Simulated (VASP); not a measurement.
Here is the system:

```
CaSe
1.0
    0.00000     3.01920     3.01920
    3.01920     0.00000     3.01920
    3.01920     3.01920     0.00000
Ca Se
1 1
Direct
  0.00000   0.00000   0.00000
  0.50000   0.50000   0.50000
```

These are PBE GGA, VASP's PBE PAW potentials (set 64) (plane waves; VASP 6.6.1) values and carry that method's errors. Settings: PREC = Single, 400 eV cut-off, 7×7×7 Γ-centred mesh, Gaussian smearing of 0.050 eV, potentials Ca_sv Se.

Task: Estimate the energy per atom (σ→0), pressure.

Result: 
* **energy per atom (σ→0)**: -4.738 eV/atom
* **pressure**: -1.65 GPa

The compound is CaSe in the rock salt structure. The cell was not relaxed at this level. The run is one of a series of settings (PREC = Single against the base run), some of them coarse on purpose.
